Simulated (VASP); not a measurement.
Given:

```xyz
1
Lattice="-3.0732 3.0732 3.0732 3.0732 -3.0732 3.0732 3.0732 3.0732 -3.0732" Properties=species:S:1:pos:R:3 pbc="T T T"
Cs     0.0000     0.0000     0.0000
```

The numbers are results of PBE GGA, VASP's PBE PAW potentials (set 64) (plane waves; VASP 6.6.1), not measurements. Settings: 500 eV cut-off, 9×9×9 Γ-centred mesh, first-order Methfessel-Paxton smearing of 0.10 eV, potentials Cs_sv.

Unless said otherwise, spin-orbit coupling is left out, though it shifts the bands of the heavy elements here.

Question: What does the run give for the energy per atom (σ→0), band gap (on the k-mesh) with the smallest direct gap where there is one?

Answer: 
- band gap (on the k-mesh) = none (metal, semimetal or under 0.01 eV)
- energy per atom (σ→0) = -0.852 eV/atom

Only differences to runs with the same potentials and settings are physical.

The compound is Cs in the bcc structure. It was relaxed first.
